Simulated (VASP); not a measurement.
These are PBE GGA, VASP's PBE PAW potentials (set 64) (plane waves; VASP) values and carry that method's errors.

VASP input:

POSCAR:
```
PdIn
1
    3.2500000000     0.0000000000     0.0000000000
    0.0000000000     3.2500000000     0.0000000000
    0.0000000000     0.0000000000     3.2500000000
In Pd
1 1
Direct
  0.5000000000   0.5000000000   0.5000000000
  0.0000000000   0.0000000000   0.0000000000
```

INCAR:
```
SYSTEM = PdIn
PREC = Accurate
ENCUT = 520
EDIFF = 1E-6
NELM = 100
ALGO = Normal
LREAL = .FALSE.
LASPH = .TRUE.
ISMEAR = 1
SIGMA = 0.1
GGA = PE
LMAXMIX = 4
LWAVE = .FALSE.
LCHARG = .FALSE.
IBRION = 2
ISIF = 3
NSW = 60
EDIFFG = -0.01
```

### KPOINTS
```
Automatic mesh
0
gamma
10 10 10
```

POTCAR, in this order: In_d Pd (PBE.64 set). Program: vasp_std.

The resulting files:

### OUTCAR
```
 ion  position               nearest neighbor table
   1  0.500  0.500  0.500-   2 2.81   2 2.81   2 2.81   2 2.81   2 2.81   2 2.81   2 2.81   2 2.81
  LATTYP: Found a simple cubic cell.
 ALAT       =     3.2500000000
 Subroutine PRICEL returns:
 Original cell was already a primitive cell.
 Subroutine GETGRP returns: Found 48 space group operations
The static configuration has the point symmetry O_h .
The dynamic configuration has the point symmetry O_h .
 Subroutine INISYM returns: Found 48 space group operations
 Subroutine IBZKPT returns following result:
 Found     56 irreducible k-points:

 Following reciprocal coordinates:
            Coordinates               Weight
  0.000000  0.000000  0.000000      1.000000
  0.100000  0.000000  0.000000      6.000000
  0.200000  0.000000  0.000000      6.000000
  0.300000  0.000000  0.000000      6.000000
  0.400000  0.000000  0.000000      6.000000
  0.500000  0.000000  0.000000      3.000000
  0.100000  0.100000  0.000000     12.000000
  0.200000  0.100000  0.000000     24.000000
  0.300000  0.100000  0.000000     24.000000
  0.400000  0.100000  0.000000     24.000000
  0.500000  0.100000  0.000000     12.000000
  0.200000  0.200000  0.000000     12.000000
  0.300000  0.200000  0.000000     24.000000
  0.400000  0.200000  0.000000     24.000000
  0.500000  0.200000  0.000000     12.000000
  0.300000  0.300000  0.000000     12.000000
  0.400000  0.300000  0.000000     24.000000
  0.500000  0.300000  0.000000     12.000000
  0.400000  0.400000  0.000000     12.000000
  0.500000  0.400000  0.000000     12.000000
  0.500000  0.500000  0.000000      3.000000
  0.100000  0.100000  0.100000      8.000000
  0.200000  0.100000  0.100000     24.000000
  0.300000  0.100000  0.100000     24.000000
  0.400000  0.100000  0.100000     24.000000
...
```

OSZICAR:
```
       N       E                     dE             d eps       ncg     rms          rms(c)
DAV:   1     0.159148002308E+03    0.15915E+03   -0.11565E+04  1709   0.201E+03
DAV:   2    -0.139156093006E+01   -0.16054E+03   -0.15689E+03  1750   0.403E+02
DAV:   3    -0.879898532808E+01   -0.74074E+01   -0.73813E+01  2170   0.934E+01
DAV:   4    -0.892131844904E+01   -0.12233E+00   -0.12231E+00  1999   0.113E+01
DAV:   5    -0.892669147196E+01   -0.53730E-02   -0.53730E-02  2506   0.217E+00    0.685E+00
DAV:   6    -0.875310714051E+01    0.17358E+00   -0.42807E-01  1974   0.101E+01    0.325E+00
DAV:   7    -0.871690549360E+01    0.36202E-01   -0.74109E-02  2222   0.544E+00    0.142E+00
DAV:   8    -0.871010539093E+01    0.68001E-02   -0.19708E-02  1960   0.145E+00    0.391E-01
DAV:   9    -0.870937527615E+01    0.73011E-03   -0.19398E-03  2156   0.795E-01    0.538E-02
DAV:  10    -0.870938011686E+01   -0.48407E-05   -0.49894E-05  2237   0.118E-01    0.231E-02
DAV:  11    -0.870938132049E+01   -0.12036E-05   -0.46993E-06  2016   0.242E-02    0.315E-03
DAV:  12    -0.870938170303E+01   -0.38254E-06   -0.32358E-07  1092   0.627E-03
   1 F= -.87093817E+01 E0= -.87088765E+01  d E =-.870938E+01
       N       E                     dE             d eps       ncg     rms          rms(c)
DAV:   1    -0.117854488691E+02   -0.30761E+01   -0.69926E+01  1757   0.162E+02    0.116E+01
DAV:   2    -0.908961133050E+01    0.26958E+01   -0.11542E+01  1680   0.456E+01    0.475E+00
DAV:   3    -0.879033385765E+01    0.29928E+00   -0.95556E-01  2208   0.158E+01    0.238E+00
DAV:   4    -0.872388868052E+01    0.66445E-01   -0.22147E-01  2477   0.817E+00    0.122E+00
DAV:   5    -0.871995855877E+01    0.39301E-02   -0.86708E-03  1841   0.105E+00    0.635E-01
DAV:   6    -0.871851707352E+01    0.14415E-02   -0.25898E-03  1927   0.410E-01    0.802E-02
DAV:   7    -0.871853403417E+01   -0.16961E-04   -0.85050E-05  2579   0.108E-01    0.358E-02
DAV:   8    -0.871853569442E+01   -0.16602E-05   -0.34531E-06  1931   0.202E-02    0.792E-03
DAV:   9    -0.871853564113E+01    0.53290E-07   -0.15666E-07  1008   0.539E-03
   2 F= -.87185356E+01 E0= -.87187863E+01  d E =-.915394E-02
       N       E                     dE             d eps       ncg     rms          rms(c)
DAV:   1    -0.950635117734E+01   -0.78782E+00   -0.15159E+01  1764   0.639E+01    0.624E+00
DAV:   2    -0.884836302223E+01    0.65799E+00   -0.35099E+00  1687   0.241E+01    0.200E+00
DAV:   3    -0.875991113240E+01    0.88452E-01   -0.32955E-01  2169   0.967E+00    0.766E-01
DAV:   4    -0.874782645843E+01    0.12085E-01   -0.36350E-02  2474   0.331E+00    0.830E-01
DAV:   5    -0.874731781009E+01    0.50865E-03   -0.76814E-04  1785   0.280E-01    0.609E-01
DAV:   6    -0.874674187777E+01    0.57593E-03   -0.14675E-03  1983   0.359E-01    0.376E-02
DAV:   7    -0.874674518049E+01   -0.33027E-05   -0.37956E-05  2217   0.646E-02    0.225E-02
DAV:   8    -0.874674677348E+01   -0.15930E-05   -0.24177E-06  1864   0.193E-02    0.573E-03
DAV:   9    -0.874674711779E+01   -0.34431E-06   -0.19631E-07   966   0.546E-03
   3 F= -.87467471E+01 E0= -.87465232E+01  d E =-.373654E-01
```

### OUTCAR
```
------------------------ aborting loop because EDIFF is reached ----------------------------------------
  FORCE on cell =-STRESS in cart. coord.  units (eV):
  Direction    XX          YY          ZZ          XY          YZ          ZX
  --------------------------------------------------------------------------------------
  Total       -0.0027933     -0.0027933     -0.0027933      0.0000000     -0.0000000      0.0000000
  in kB       -0.1235275     -0.1235275     -0.1235275      0.0000000     -0.0000000      0.0000000
  external PRESSURE =      -0.1235275 kB  Pullay stress =       0.0000000 kB
  volume of cell :       36.23
      direct lattice vectors                 reciprocal lattice vectors
     3.308923090  0.000000000  0.000000000     0.302213129  0.000000000 -0.000000000
    -0.000000000  3.308923090  0.000000000    -0.000000000  0.302213129 -0.000000000
     0.000000000  0.000000000  3.308923090    -0.000000000 -0.000000000  0.302213129
 POSITION                                       TOTAL-FORCE (eV/Angst)
 -----------------------------------------------------------------------------------
      1.65446      1.65446      1.65446        -0.000000      0.000000      0.000000
      0.00000      0.00000      0.00000         0.000000     -0.000000      0.000000
 -----------------------------------------------------------------------------------
    total drift:                                0.000000      0.000000     -0.000000
  FREE ENERGIE OF THE ION-ELECTRON SYSTEM (eV)
  ---------------------------------------------------
  free  energy   TOTEN  =        -8.7467471178 eV

  energy  without entropy=       -8.7460754738  energy(sigma->0) =       -8.74652324

 reached required accuracy - stopping structural energy minimisation
```
(Selected blocks of OUTCAR.)

### CONTCAR
```
PdIn
   1.00000000000000
     3.3089230899335513    0.0000000000000000    0.0000000000000000
    -0.0000000000000000    3.3089230899335513    0.0000000000000000
     0.0000000000000000    0.0000000000000000    3.3089230899335513
  In              Pd
     1     1
Direct
     0.5000000000000000    0.5000000000000000    0.5000000000000000
     0.0000000000000000    0.0000000000000000    0.0000000000000000
```

File OUTCAR:
```
 val. band max:       10.0182283031   @ k =   0.5000   0.5000   0.4000

 cond. band min:      10.0990074146   @ k =   0.3000   0.1000   0.1000


 Fermi energy:        10.0702566065

 k-point     1 :       0.0000    0.0000    0.0000
  band No.  band energies     occupation
      1      -4.8841      2.00000
      2      -4.8841      2.00000
      3      -4.5138      2.00000
      4      -4.5138      2.00000
      5      -4.5138      2.00000
      6       0.1935      2.00000
      7       6.3132      2.00000
      8       6.3132      2.00000
      9       7.7721      2.00000
     10       7.7721      2.00000
     11       7.7721      2.00000
     12      14.1463      0.00000
     13      14.1463      0.00000
     14      14.1463      0.00000
     15      18.9793      0.00000

 k-point     2 :       0.1000    0.0000    0.0000
  band No.  band energies     occupation
      1      -4.8793      2.00000
      2      -4.8534      2.00000
      3      -4.5232      2.00000
      4      -4.5232      2.00000
      5      -4.5111      2.00000
      6       0.3477      2.00000
      7       6.3161      2.00000
      8       6.3377      2.00000
      9       7.6626      2.00000
     10       7.6626      2.00000
     11       7.7661      2.00000
     12      13.0950      0.00000
     13      14.4485      0.00000
     14      14.4485      0.00000
     15      19.3915      0.00000

 k-point     3 :       0.2000    0.0000    0.0000
  band No.  band energies     occupation
      1      -4.8668      2.00000
      2      -4.7732      2.00000
      3      -4.5477      2.00000
      4      -4.5477      2.00000
      5      -4.5041      2.00000
      6       0.8086      2.00000
      7       6.3239      2.00000
      8       6.3416      2.00000
      9       7.4031      2.00000
     10       7.4031      2.00000
     11       7.7504      2.00000
     12      11.2662     -0.00000
     13      15.2842      0.00000
     14      15.2842      0.00000
     15      19.5904      0.00000
...
```

Energy and stress use the plane-wave basis of the starting cell. Unless said otherwise, spin-orbit coupling is left out, though it shifts the bands of the heavy elements here.

The compound is PdIn in the CsCl type structure. This run relaxes it. Symmetry was kept, so distortions that lower it aren't found. The electron count is odd and the run is not spin-polarised, which forces a metal.
